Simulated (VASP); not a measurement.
An input for Ansatz (written as the equivalent of a VASP run, and not itself run):

Ansatz 0.2 input:
```yaml
crystal:
  lattice:
    - [4.8740910, 0.0000000, 0.0000000]
    - [0.0000000, 4.8740910, 0.0000000]
    - [0.0000000, 0.0000000, 8.5823330]
  atoms:
    - { symbol: Cs, position: [0.0000000, 0.5000000, 0.0000000] }
    - { symbol: Cs, position: [0.5000000, 0.0000000, 0.5000000] }
    - { symbol: Cl, position: [0.0000000, 0.0000000, 0.2500000] }
    - { symbol: Cl, position: [0.0000000, 0.0000000, 0.7500000] }
kpoints:
  mp_grid: { grid: [5, 5, 3] }
hamiltonian:
  xc: pbe
  pseudopotentials: { kind: paw }
scf:
  occupations: { method: gaussian, width: 0.136 }
  max_iter: 100
output: { forces: true, stress: true, eigenvalues: true }
```

**Question.** Write the VASP files for the same calculation (PBE).

**Answer.** One answer among several that fit: 
KPOINTS:
```
K-points
0
Gamma
5 5 3
0 0 0
```

**POSCAR**
```
CsCl
1
    4.8740910000     0.0000000000     0.0000000000
    0.0000000000     4.8740910000     0.0000000000
    0.0000000000     0.0000000000     8.5823330000
Cs Cl
2 2
Direct
  0.0000000000   0.5000000000   0.0000000000
  0.5000000000   0.0000000000   0.5000000000
  0.0000000000   0.0000000000   0.2500000000
  0.0000000000   0.0000000000   0.7500000000
```

**INCAR**
```
LMAXMIX  =  4   # l cut-off of mixed one-centre charges
LWAVE  =  F
NELM  =  100   # most electronic steps
SIGMA  =  0.136   # width (eV)
LASPH  =  T   # aspherical one-centre terms
SYSTEM  =  CsCl
ISIF  =  2   # forces and stress, cell fixed
ISMEAR  =  0   # Gaussian
LCHARG  =  F
ENCUT  =  300   # plane-wave cut-off (eV)
LREAL  =  F
ALGO  =  Normal   # blocked Davidson
PREC  =  Accurate
GGA  =  PE   # PBE
EDIFF  =  1E-6   # SCF stop (eV)
```

POTCAR, in this order: Cs_sv Cl (PBE.64 set). Program: vasp_std.

What does not carry over: each code has its own PAW files, so the cut-off isn't converted (ENCUT is set for VASP's; basis.ecutwfc is left out, and Ansatz then takes the one that its files recommend); Ansatz stops its SCF on the density residual and VASP on the energy change (EDIFF).

The structure was generated: CsCl was put into an ordered model structure, which need not be its known phase. The cell was not relaxed at this level, and its volume differs by -5.9 % from the start's.
